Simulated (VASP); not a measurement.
A run of VASP 6.6.1 is set up as follows.

INCAR

```
SYSTEM = Ta4P5
AGGAC = 0.0 ; ALGO = Fast
DIPOL = 0.5 0.5 0.500 ; EDIFF = 1E-8
ENCUT = 520 ; GGA = MK
IDIPOL = 3 ; ISIF = 2
ISMEAR = 0 ; LASPH = .True.
LCHARG = .False. ; LDIPOL = .True.
LEFG = .True. ; LREAL = .False.
LUSE_VDW = .True. ; LWAVE = .False.
NELM = 60 ; PARAM1 = 0.1234
PARAM2 = 1.0 ; PREC = Accurate
SIGMA = 0.1
```

KPOINTS

```
k-points
0
Gamma
  9 9 1
  0 0 0
```

The input POSCAR:

```
Ta4P5
1.0
    3.3203021954      0.0000000000      0.0000000000
   -1.6601510977      2.8754660495      0.0000000000
    0.0000000000      0.0000000000     28.2480438000
P Ta
5 4
Cartesian
    0.0000000000      0.0000000000      7.5000000000
    0.0000000000      0.0000000000     10.8120109500
    0.0000000000      0.0000000000     14.1240219000
    0.0000000000      0.0000000000     17.4360328500
    0.0000000000      0.0000000000     20.7480438000
    1.6601510977      0.9584887023      9.1560054750
    1.6601510977      0.9584887023     12.4680164250
    1.6601510977      0.9584887023     15.7800273750
    1.6601510977      0.9584887023     19.0920383250
```

Potentials or basis: VASP PAW PBE potentials, release 64 (P, Ta_pv).

Run with:

```bash
$ cat potpaw_PBE.64/P/POTCAR potpaw_PBE.64/Ta_pv/POTCAR > POTCAR
$ mpirun -np 1 vasp_std > vasp.out
```

(1) Predict the band gap on the k mesh.

(2) Predict the largest force.

Results:

(1) none (metal or under the smearing width).

(2) 2.131 eV/Å.

Caveat: the PAW data sets were made with another functional, which shifts forces and pressure a little.
